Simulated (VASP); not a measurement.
Given:

```
CELL_PARAMETERS angstrom
      2.68588     0.00000     0.00000
      0.00000     2.68588     0.00000
      0.00000     0.00000     3.71297
ATOMIC_POSITIONS crystal
  Fe 0.05585 0.00000 0.00000
  Pt 0.50000 0.50000 0.50000
```
Starting moments (μB, in the order of the record's atoms Fe Pt): 2.9 0.3.

Calculation: PBEsol GGA, VASP's PBE PAW potentials (set 64) (plane waves; VASP). Run with 480 eV cut-off, 12×12×10 Γ-centred mesh, first-order Methfessel-Paxton smearing of 0.10 eV, potentials Fe Pt.

Task: Give the force on each atom (eV/Å).

Result: 
| atom | Fx | Fy | Fz |
|---|---|---|---|
| Fe1 | -0.664 | 0.000 | 0.000 |
| Pt2 | 0.664 | 0.000 | 0.000 |

Task: Give the stress tensor in GPa (positive for a compressed cell).

Result: 
```
0.71  0.00  0.00
0.00  1.01  0.00
0.00  0.00  2.17
```
The pressure is its mean diagonal, 1.29 GPa.

The compound is FePt in the L1_0 structure. This cell was strained or had an atom moved on purpose.
